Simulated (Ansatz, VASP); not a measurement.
## Cross-check of KAgCl2 (CuAu-ordered zincblende type (invented)) between VASP and Ansatz

Wanted: the spread between two codes on one cell, functional and k mesh. The cell is generated by rule, not measured, and may not be a known phase. The cell is taken from a series of runs on this material, whose earlier steps may have relaxed, scaled, displaced or heated it; both programs get it as it stands.

Calculated with Ansatz 0.2.0; plane waves, with VASP 6.6.1 beside it; relaxation of cell and atoms at PBE.

**1. The starting structure**

Symmetry: P-4m2, No. 115, tetragonal system. The conventional cell has a = 5.242 Å, b = 5.242 Å, c = 4.200 Å, α = 90.00°, β = 90.00°, γ = 90.00°. Nearest to K lie 8 Cl at 3.17 to 3.57 Å. Nearest to Ag lie 4 Cl at 2.64 Å. Nearest to Cl lie 2 Ag at 2.64 Å and 4 K at 3.17 to 3.57 Å. Farther neighbours and most contacts between anions are not listed.

As a file:

```
K Ag Cl
1.0
     5.24248    0.00000    0.00000
     0.00000    5.24248    0.00000
     0.00000    0.00000    4.19975
K Ag Cl
1 1 2
Direct
  0.00000 0.00000 0.00000
  0.50000 0.50000 0.50000
  0.00000 0.50000 0.42402
  0.50000 0.00000 0.57598
```

**2. VASP: relaxation of cell and atoms, PBE**

The relaxed volume is the usual yardstick between codes: in a stiff, nearly cubic crystal its relative difference is about their pressure difference at one cell divided by the bulk modulus.

Lines of VASP's logs that name or quote its potential files are left out, and so is its time.

File INCAR:

```
SYSTEM = KAgCl2
PREC = Accurate
ENCUT = 500
EDIFF = 1E-07
NELM = 120
ISMEAR = 0
SIGMA = 0.02
LREAL = .FALSE.
ALGO = Normal
GGA = PE
NBANDS = 23
LASPH = .TRUE.
LORBIT = 11
LWAVE = .FALSE.
LCHARG = .FALSE.
ISIF = 3
IBRION = 2
NSW = 80
EDIFFG = -0.005
GGA_COMPAT = .FALSE.
NELMIN = 4
EFERMI = MIDGAP
KPAR = 2
```

File POSCAR:

```
KAgCl2
1.0
    5.2424790000      0.0000000000      0.0000000000
    0.0000000000      5.2424790000      0.0000000000
    0.0000000000      0.0000000000      4.1997540000
K Ag Cl
1 1 2
Direct
    0.0000000000      0.0000000000      0.0000000000
    0.5000000954      0.5000000954      0.5000000000
    0.0000000000      0.5000000954      0.4240229309
    0.5000000954      0.0000000000      0.5759768310
```

File KPOINTS:

```
Automatic mesh
0
Gamma
6 6 6
0 0 0
```

PAW data sets: K_sv, Ag and Cl (PBE family, release 64).

Run with:

```sh
$ mpirun -np 2 vasp_std
```

Numbers of over 12 decimals in the logs are rounded to 6 here.

What it wrote:

```text
[banner, memory and clock lines left out]
running    2 mpi-ranks, on    1 nodes
 distrk:  each k-point on    1 cores,    2 groups
 distr:  one band on    1 cores,    1 groups

 POSCAR found type information on POSCAR K AgCl
 POSCAR found :  3 types and       4 ions
 LDA part: xc-table for (Slater+PW92), standard interpolation
 POSCAR, INCAR and KPOINTS ok, starting setup
 FFT: planning ... GRIDC
 FFT: planning ... GRID_SOFT
 FFT: planning ... GRID
 WAVECAR not read
 entering main loop
       N       E                     dE             d eps       ncg     rms          rms(c)
DAV:   1     0.231903450405E+03    0.23190E+03   -0.15501E+04  1840   0.129E+03
DAV:   2     0.287193338785E+01   -0.22903E+03   -0.21908E+03  2262   0.295E+02
DAV:   3    -0.123138896233E+02   -0.15186E+02   -0.15111E+02  2376   0.748E+01
DAV:   4    -0.127992978551E+02   -0.48541E+00   -0.48489E+00  3019   0.117E+01
DAV:   5    -0.128050947712E+02   -0.57969E-02   -0.57964E-02  2555   0.121E+00    0.598E+00
DAV:   6    -0.121717464327E+02    0.63335E+00   -0.14080E+00  2190   0.943E+00    0.455E+00
DAV:   7    -0.121303434458E+02    0.41403E-01   -0.35410E-01  2309   0.375E+00    0.262E+00
DAV:   8    -0.121306143413E+02   -0.27090E-03   -0.35449E-02  2487   0.140E+00    0.300E-01
DAV:   9    -0.121314537627E+02   -0.83942E-03   -0.37020E-03  2405   0.806E-01    0.107E-01
DAV:  10    -0.121322718811E+02   -0.81812E-03   -0.12682E-03  2302   0.237E-01    0.767E-02
DAV:  11    -0.121325043277E+02   -0.23245E-03   -0.29055E-04  2302   0.109E-01    0.170E-02
DAV:  12    -0.121325039679E+02    0.35987E-06   -0.27782E-05  2489   0.504E-02    0.443E-03
DAV:  13    -0.121325062653E+02   -0.22974E-05   -0.57090E-06  2346   0.181E-02    0.519E-03
DAV:  14    -0.121325062770E+02   -0.11767E-07   -0.61007E-07  2299   0.597E-03
   1 F= -.12132506E+02 E0= -.12132506E+02  d E =-.121325E+02
 curvature:   0.00 expect dE= 0.000E+00 dE for cont linesearch  0.000E+00
 trial: gam= 0.00000 g(F)=  0.204E-05 g(S)=  0.514E-04 ort = 0.000E+00 (trialstep = 0.100E+01)
 search vector abs. value=  0.534E-04
 bond charge predicted
       N       E                     dE             d eps       ncg     rms          rms(c)
DAV:   1    -0.121329936371E+02   -0.48737E-03   -0.10294E-02  1959   0.866E-01    0.146E-01
DAV:   2    -0.121325810953E+02    0.41254E-03   -0.12541E-03  2439   0.351E-01    0.521E-02
DAV:   3    -0.121325364248E+02    0.44670E-04   -0.12174E-04  2804   0.697E-02    0.347E-02
DAV:   4    -0.121325355226E+02    0.90218E-06   -0.16223E-05  2849   0.305E-02    0.135E-02
DAV:   5    -0.121325388104E+02   -0.32878E-05   -0.63823E-06  3196   0.236E-02    0.433E-03
DAV:   6    -0.121325388372E+02   -0.26839E-07   -0.92591E-07  2267   0.965E-03
   2 F= -.12132539E+02 E0= -.12132539E+02  d E =-.325602E-04
 trial-energy change:   -0.000033  1 .order   -0.000033   -0.000053   -0.000012
 step:   1.2969(harm=  1.2969)  dis= 0.00029  next Energy=   -12.132541 (dE=-0.346E-04)
 reached required accuracy - stopping structural energy minimisation
```

From OUTCAR (step 2):

```text
ion  position               nearest neighbor table
   1  0.000  0.000  0.000-   3 3.17   4 3.17   3 3.17   4 3.17
   2  0.500  0.500  0.500-   4 2.64   3 2.64   4 2.64   3 2.64
   3  0.000  0.500  0.424-   2 2.64   2 2.64   1 3.17   1 3.17
   4  0.500  0.000  0.576-   2 2.64   2 2.64   1 3.17   1 3.17

  LATTYP: Found a simple tetragonal cell.
 ALAT       =     5.2424790000
 C/A-ratio  =     0.8011007769

 Subroutine GETGRP returns: Found  8 space group operations
 (whereof  8 operations were pure point group operations)

The static configuration has the point symmetry D_2d.

 Found     40 irreducible k-points:

   k-points           NKPTS =     40   k-points in BZ     NKDIM =     40   number of bands    NBANDS=     23

   dimension x,y,z NGX =    40 NGY =   40 NGZ =   32
   dimension x,y,z NGXF=    80 NGYF=   80 NGZF=   64

   ENCUT  =  500.0 eV  36.75 Ry    6.06 a.u.   9.56  9.56  7.66*2*pi/ulx,y,z

   NELECT =      34.0000    total number of electrons

 k-points in reciprocal lattice and weights: Automatic mesh
   0.00000000  0.00000000  0.00000000       0.005
   0.16666667  0.00000000  0.00000000       0.019
   0.33333333  0.00000000  0.00000000       0.019
   0.50000000  0.00000000  0.00000000       0.009
   0.16666667  0.16666667  0.00000000       0.019
   0.33333333  0.16666667  0.00000000       0.037
   0.50000000  0.16666667  0.00000000       0.019
   0.33333333  0.33333333  0.00000000       0.019
   0.50000000  0.33333333  0.00000000       0.019
[...]
0.50000000  0.33333333  0.50000000       0.019
   0.50000000  0.50000000  0.50000000       0.005

 average (electrostatic) potential at core
       1 -35.4720       2 -76.3187       3 -93.7860       4 -93.7860

 E-fermi :   1.7622

 k-point     1 :       0.0000    0.0000    0.0000
  band No.  band energies     occupation
    ...
     13      -1.5929      2.00000
     14      -0.8469      2.00000
     15      -0.8469      2.00000
     16      -0.8210      2.00000
     17      -0.7793      2.00000
     18       2.1141      0.00000
     19       5.6819      0.00000
     20       7.2242      0.00000
     21       7.4153      0.00000
     22       8.1076      0.00000
    ...

 k-point     2 :       0.1667    0.0000    0.0000
  band No.  band energies     occupation
    ...
     13      -1.4202      2.00000
     14      -1.1580      2.00000
     15      -0.7778      2.00000
     16      -0.7438      2.00000
     17      -0.4773      2.00000
     18       2.6045      0.00000
     19       5.9266      0.00000
     20       7.2154      0.00000
     21       7.4266      0.00000
     22       8.0321      0.00000
    ...

 k-point     3 :       0.3333    0.0000    0.0000
  band No.  band energies     occupation
    ...
     13      -1.3438      2.00000
     14      -1.1260      2.00000
     15      -0.6440      2.00000
     16      -0.6188      2.00000
     17      -0.3112      2.00000
     18       3.7360      0.00000
     19       6.3218      0.00000
     20       7.0264      0.00000
     21       7.6411      0.00000
     22       7.9224      0.00000
    ...

  Total       -0.0089638     -0.0089638     -0.0048903      0.0000000      0.0000000      0.0000000
  in kB       -0.1245791     -0.1245791     -0.0679650      0.0000000      0.0000000      0.0000000
  external PRESSURE =      -0.1057078 kB  Pullay stress =       0.0000000 kB

  energy-cutoff  :      500.00
  volume of cell :      115.28
      direct lattice vectors                 reciprocal lattice vectors
     5.239612844  0.000000000  0.000000000     0.190853796  0.000000000  0.000000000
     0.000000000  5.239612844  0.000000000     0.000000000  0.190853796  0.000000000
     0.000000000 -0.000000000  4.199134376     0.000000000  0.000000000  0.238144320

 POSITION                                       TOTAL-FORCE (eV/Angst)
 -----------------------------------------------------------------------------------
      5.23961     -0.00000      4.19913         0.000000     -0.000000      0.000000
      2.61981      2.61981      2.09957        -0.000000     -0.000000      0.000000
      5.23961      2.61981      1.78075         0.000000     -0.000000      0.003840
      2.61981     -0.00000      2.41838         0.000000      0.000000     -0.003840
 -----------------------------------------------------------------------------------
    total drift:                               -0.000676     -0.000676      0.001069

  FREE ENERGIE OF THE ION-ELECTRON SYSTEM (eV)
  ---------------------------------------------------
  free  energy   TOTEN  =       -12.1325388372 eV

  energy  without entropy=      -12.1325388372  energy(sigma->0) =      -12.13253884

 reached required accuracy - stopping structural energy minimisation

 total charge
# of ion       s       p       d       tot
------------------------------------------
    1        1.954   5.578   0.019   7.552
    2        0.237   0.150   9.335   9.722
    3        1.594   3.523   0.000   5.117
    4        1.594   3.523   0.000   5.117
--------------------------------------------------
tot          5.378  12.775   9.354  27.507

[... 3 further parts left out ...]
```

CONTCAR:

```
KAgCl2
   1.00000000000000
     5.2396128439191214    0.0000000000000000    0.0000000000000000
     0.0000000000000000    5.2396128439191214    0.0000000000000000
     0.0000000000000000   -0.0000000000000000    4.1991343757612505
  K               Ag              Cl
     1     1     2
Direct
     1.0000000000000000    0.0000000000000000    1.0000000000000000
     0.5000000953999972    0.5000000953999972    0.5000000000000000
     1.0000000000000000    0.5000000953999972    0.4240758042342651
     0.5000000953999972    0.0000000000000000    0.5759239576657348
```

The run keeps the 8 symmetry operations of its start, so it cannot find a distortion of lower symmetry.

**3. Ansatz: relaxation of cell and atoms, PBE**

Ansatz runs on its default PAW (the set named soft_2) files.

The same cell, functional, mesh and smearing now go to Ansatz, which takes its cutoff from its data sets.

File input.yaml:

```yaml
crystal:
  lattice:
    - [5.2424793508, 0.0, 0.0]
    - [0.0, 5.2424793508, 0.0]
    - [0.0, 0.0, 4.1997537692]
  atoms:
    - { symbol: K, position: [0.0, 0.0, 0.0] }
    - { symbol: Ag, position: [0.5, 0.5, 0.5] }
    - { symbol: Cl, position: [0.0, 0.5, 0.4240230224] }
    - { symbol: Cl, position: [0.5, 0.0, 0.5759769776] }
kpoints:
  mp_grid: { grid: [6, 6, 6] }
hamiltonian:
  xc: pbe
scf:
  occupations: { method: gaussian, width: 0.02 }
output:
  forces: true
  stress: true
  eigenvalues: true
relax:
  adjacent_minimum: "off"
  f_tol: 0.005
  max_steps: 80
  cell: { stress_tol: 0.05 }
```

Run with:

```sh
$ ansatz run input.yaml --threads 2 --pin off --max-ram 5120MiB --backend cpu --events-out ev --progress --plain --runs-dir out
```

What it wrote:

```text
Engine: ansatz 0.2.0, x86_64-unknown-linux-gnu
Pseudopotentials: kind: paw
Pseudopotential: K, paw, valence charge 9, recommended cutoff 420 eV (normal), K.paw.azcp
Pseudopotential: Ag, paw, valence charge 19, recommended cutoff 420 eV (normal), Ag.paw.azcp
Pseudopotential: Cl, paw, valence charge 7, recommended cutoff 420 eV (normal), Cl.paw.azcp
Functional definition: PBE
  parameter kappa = 0.804
  parameter beta = 0.066725
  exchange = pbe_x(kappa = kappa, mu = beta*pi^2/3)
  correlation = pbe_c(beta = beta)
Crystal: 4 atoms, lattice volume = 115.424 Å³
Basis set: ecut = 420 eV, 2255 PW (Γ), exchange–correlation on 72×72×60 points (8 copies of the dense FFT grid, shifted against one another)
Bands: 26, of which v1, the nominal top of the filled ones, is band 21 counted from 1 (20 counted from 0)
Symmetry: 8 space group operations
Space group: P-4m2 (ITA 115), of the structure as read, at distance tolerance 4.9e-5 Å
k-points: 40 of 216 (time reversal used)
Non-local potential: K, projectors of the file, l = 0: 3, l = 1: 2, l = 2: 2
Non-local potential: Ag, projectors of the file, l = 0: 3, l = 1: 2, l = 2: 2, l = 3: 1
Non-local potential: Cl, projectors of the file, l = 0: 2, l = 1: 2, l = 2: 2
PAW form: soft (Blöchl's): semilocal exchange-correlation on the pseudo side does not see the compensation charge
PAW one-centre angular grid: K, 110 points (default); XC on 64 Gauss nodes
PAW one-centre angular grid: Ag, 590 points (default); XC on 64 Gauss nodes
PAW one-centre angular grid: Cl, 110 points (default); XC on 64 Gauss nodes
Initial density: superposition of atomic densities (neutral atoms: chi_scale 0, normalization atom), corrected by the library's trained network
Initial wavefunctions: pseudopotential atomic-orbital guess
Functional: x = pbe(κ = 0.804, μ = 0.219515), c = pbe(β = 0.066725)
SCF iter   1: F=—  HF=-11292.039822 eV  |F-HF|=—  |Δ(HF+E_count)|=         —  Δρ=1.53e-3  dr2=2.45e-3  ethr=1.77e-3  ⟨swp⟩=6.8  Hψ=4907  notcnv=0
preconditioner: auto → Resta (q_TF=auto, 2.305 Å⁻¹)  ε∞=3.8  [insulator: Δε(μ)=0.727 eV  Ē_g=11.678 eV  σ=0.020 eV  W_gap=1.00  n_scr=26 (ndim 8)  ℏωp=19.6 eV  f_vac=0.133  D(μ)=0.00/eV (n_scr^D=0)  ε∞_Penn≈3.8]
SCF iter   2: F=—  HF=-11292.041413 eV  |F-HF|=—  |Δ(HF+E_count)|=   1.59e-3  Δρ=6.63e-4  dr2=3.14e-4  ethr=5.83e-6  ⟨swp⟩=3.2  Hψ=2385  notcnv=0  defer=30
SCF iter   3: F=—  HF=-11292.041470 eV  |F-HF|=—  |Δ(HF+E_count)|=   5.71e-5  Δρ=3.15e-4  dr2=1.12e-4  ethr=7.48e-7  ⟨swp⟩=2.4  Hψ=1750  notcnv=0  defer=30
SCF iter   4: F=—  HF=-11292.041533 eV  |F-HF|=—  |Δ(HF+E_count)|=   6.35e-5  Δρ=5.50e-5  dr2=8.37e-6  ethr=2.66e-7  ⟨swp⟩=2.2  Hψ=1486  notcnv=0  defer=30
SCF iter   5: F=—  HF=-11292.041582 eV  |F-HF|=—  |Δ(HF+E_count)|=   4.85e-5  Δρ=1.73e-5  dr2=8.24e-7  ethr=1.99e-8  ⟨swp⟩=2.0  Hψ=1444  notcnv=0  defer=30
SCF iter   6: F=-11292.041582 eV  HF=-11292.041582 eV  |F-HF|=1.36e-8  |Δ(HF+E_count)|=   4.92e-7  Δρ=5.16e-6  dr2=4.95e-8  ethr=2.38e-10  ⟨swp⟩=7.2  Hψ=5176  notcnv=0
SCF 1 converged in 6 iterations: F = -11292.041582 eV  dr2 = 4.95e-8
  greatest PAW one-centre occupation: 1.000 electrons in one spin orbital (limit 2), on the Ag atom at site 1 (counted from 0), in its partial waves of l = 0
relax step   1: F+E_penalty+E_count = -11292.04158219 eV  Δ(F+E_penalty+E_count) = +0.000e0 eV  max|allowed force component| = 4.209e-4 eV/Å  Δτ_max = 0.0000 Å  P = +0.003 GPa  Ω = 115.424 Å³  (6 SCF iters, dr2 threshold 1.00e-7 eV, accepted)
Initial density: handed on by an earlier stage of this run
Initial wavefunctions: pseudopotential atomic-orbital guess (no wavefunctions were taken with the density)
iter 1 solved again at ethr=1.42e-7 eV; its pass at ethr=3.10e-3 eV (dr2=5.98e-5 eV) is discarded
SCF iter   1: F=—  HF=-11292.041525 eV  |F-HF|=—  |Δ(HF+E_count)|=         —  Δρ=5.67e-6  dr2=5.01e-8  ethr=1.42e-7  ⟨swp⟩=3.0  Hψ=7578  notcnv=0
preconditioner: auto → Resta (q_TF=auto, 2.305 Å⁻¹)  ε∞=3.8  [insulator: Δε(μ)=0.709 eV  Ē_g=11.666 eV  σ=0.020 eV  W_gap=1.00  n_scr=26 (ndim 8)  ℏωp=19.6 eV  f_vac=0.136  D(μ)=0.00/eV (n_scr^D=0)  ε∞_Penn≈3.8]
SCF iter   2: F=—  HF=-11292.041582 eV  |F-HF|=—  |Δ(HF+E_count)|=   5.70e-5  Δρ=3.04e-6  dr2=1.73e-8  ethr=1.19e-10  ⟨swp⟩=2.4  Hψ=1895  notcnv=0
SCF iter   3: F=—  HF=-11292.041582 eV  |F-HF|=—  |Δ(HF+E_count)|=   1.54e-8  Δρ=1.54e-6  dr2=5.09e-9  ethr=4.11e-11  ⟨swp⟩=2.0  Hψ=1471  notcnv=0
SCF iter   4: F=—  HF=-11292.041582 eV  |F-HF|=—  |Δ(HF+E_count)|=   3.84e-9  Δρ=6.06e-7  dr2=7.90e-10  ethr=1.21e-11  ⟨swp⟩=2.0  Hψ=1472  notcnv=0
SCF iter   5: F=—  HF=-11292.041582 eV  |F-HF|=—  |Δ(HF+E_count)|=  7.60e-10  Δρ=2.30e-7  dr2=6.01e-11  ethr=1.88e-12  ⟨swp⟩=2.0  Hψ=1580  notcnv=0
SCF iter   6: F=-11292.041582 eV  HF=-11292.041582 eV  |F-HF|=5.46e-12  |Δ(HF+E_count)|=  5.09e-11  Δρ=7.53e-8  dr2=4.03e-12  ethr=1.00e-12  ⟨swp⟩=4.2  Hψ=3515  notcnv=0
SCF 2 converged in 6 iterations: F = -11292.041582 eV  dr2 = 4.03e-12
relax step   2: F+E_penalty+E_count = -11292.04158221 eV  Δ(F+E_penalty+E_count) = -1.959e-8 eV  max|allowed force component| = 4.444e-4 eV/Å  Δτ_max = 0.0000 Å  P = +0.003 GPa  Ω = 115.424 Å³  stress off target by 5.69e-3 GPa  SCF on the basis re-selected at this cell (its energy is not comparable with the rows above)  (6 SCF iters)
basis re-selected at this cell: Δ(F+E_penalty+E_count) = -1.959e-8 eV, ΔP = +0.000 GPa vs the last step (what re-selecting the basis moved, of the pressure what is left beyond the Pulay correction that the steps carried, after the strain that the cell walked since its last selection, with what the two solves' SCF thresholds leave and, on support functions, any second-order correction that the steps lacked; it is no m [...]
SCF converged after 6 iterations
Free energy (F): -11292.041582 eV
Harris-Foulkes:  -11292.041582 eV  (|F-HF|=5.46e-12)
Internal energy: -11292.041582 eV  (E = F + TS)
E sigma→0 (E₀):  -11292.041582 eV
Fermi energy:    4.785701 eV
--- Per-component energies (eV) ---
  E_band       = -580.671875
  E_kinetic    = 1104.217702
  E_local      = -4885.838952  (includes V_loc(G=0)·N_el)
  E_nonlocal   = 152.970897
  E_hartree    = 2064.196051
  E_xc         = -532.845481
  E_vxc        = -641.718712  (∫ρ·V_xc dr)
  E_paw        = -6005.433600  (= ΣΔE_a)
  E_vpaw       = -438.695403  (= ΣTr[D̂ρ^β])
  E_aug_tail   = 0.000489  (compensation charges beyond the density's cutoff)
  E_ewald      = -3189.308687
  E_smearing   = -0.000000  (= −TS)
  E_closure    = -0.000000  (closes the sum)
  Σ components = -11292.041582   (vs F -11292.041582, Δ=0.00e0)
--- Forces (eV/Å), atoms counted from 1 ---
  atom   1  K     -0.00000000     0.00000000     0.00000000
  atom   2  Ag     0.00000000     0.00000000     0.00000000
  atom   3  Cl    -0.00000000     0.00000000     0.00044439
  atom   4  Cl    -0.00000000     0.00000000    -0.00044439
  max |Σ_I F_I| component: 9.54e-18 eV/Å
--- Stress (GPa, compression-positive) ---
        0.002403       0.000000       0.000000
        0.000000       0.002403       0.000000
        0.000000       0.000000       0.005691
  P = ⅓ Tr σ = 0.0035 GPa (0.035 kbar)
--- Band table (eV; the first three rows and the last of 40) ---
  k-point 0: bands = [... 17 lower, 2.1854, 2.1854, 2.2094, 2.2558, 5.1401, 8.7019, 10.2361, 10.4316, ... 1 higher]
  k-point 1: bands = [... 17 lower, 2.0603, 2.1270, 2.1847, 2.1847, 5.4396, 9.0713, 10.2383, 10.9972, ... 1 higher]
  k-point 2: bands = [... 17 lower, 1.8979, 1.9556, 2.1849, 2.1849, 6.1423, 9.4077, 10.0726, 11.7141, ... 1 higher]
  k-point 39: bands = [... 17 lower, 2.2522, 2.3312, 2.4575, 4.2693, 7.3597, 10.2274, 10.2819, 10.2819, ... 1 higher]
--- Relaxed structure (1 steps of the walk, 1 accepted, 1 SCFs on fresh bases) ---
  F+E_penalty+E_count = -11292.04158221 eV   max|allowed force component| = 4.444e-4 eV/Å   (the final SCF, on the basis selected at the relaxed cell)
  cell:  # Å, volume = 115.4243 Å³
    - [5.2424793508, 0.0, 0.0]
    - [0.0, 5.2424793508, 0.0]
    - [0.0, 0.0, 4.1997537692]
  atoms:
    - { symbol: K, position: [0.0, 0.0, 0.0] }
    - { symbol: Ag, position: [0.5, 0.5, 0.5] }
    - { symbol: Cl, position: [0.0, 0.5, 0.4240230224] }
    - { symbol: Cl, position: [0.5, 0.0, 0.5759769776] }
```

The column dr2 measures how far the density is from self-consistency, as an energy; F and HF (Harris–Foulkes) agree once it is small.

**4. Side by side**

Known differences besides the potentials themselves: the data sets hold 42 valence electrons in Ansatz (on its default PAW (the set named soft_2) files) and 34 in VASP; the cutoff is 420 eV in Ansatz and 500 eV in VASP; Ansatz adds a Pulay correction to the stress that steers its cell, VASP none. Total energies have different zeros and are not compared.

The two programs side by side:

| quantity | Ansatz | VASP | difference |
| --- | --- | --- | --- |
| volume (Å³) | 115.42 | 115.28 | +0.12 % |
| edge a after relaxation, in the typed setting (Å) | 5.242 | 5.240 | +0.06 % |
| edge c after relaxation, in the typed setting (Å) | 4.200 | 4.199 | +0.02 % |

**5. Results**

| Property | Result |
| --- | --- |
| difference in volume (relaxation of cell and atoms, PBE) | 0.12 % |

In words: The difference in volume is 0.12 % (relaxation of cell and atoms, PBE), within the 1.2 % picked in this series as the mark of a large difference, as far as the stopping tolerances let one tell. The data sets hold unlike numbers of valence electrons (42 in Ansatz and 34 in VASP), so part of the differences comes from the potentials. How closely two codes agree says nothing of how well the functional describes the real material.

[Lines on the potential files, build, host, timing and source positions are cut from VASP's logs without a mark.]

[Logs are printed without paths, hosts, clocks, repeated set-up lines and the standing remarks that a program may print on its own settings, such as how far it seeks lower states.]

[Hosts, paths, dates, database ids (printed as entryN), source tags and the programs' standing remarks are cut or masked in the printed files.]
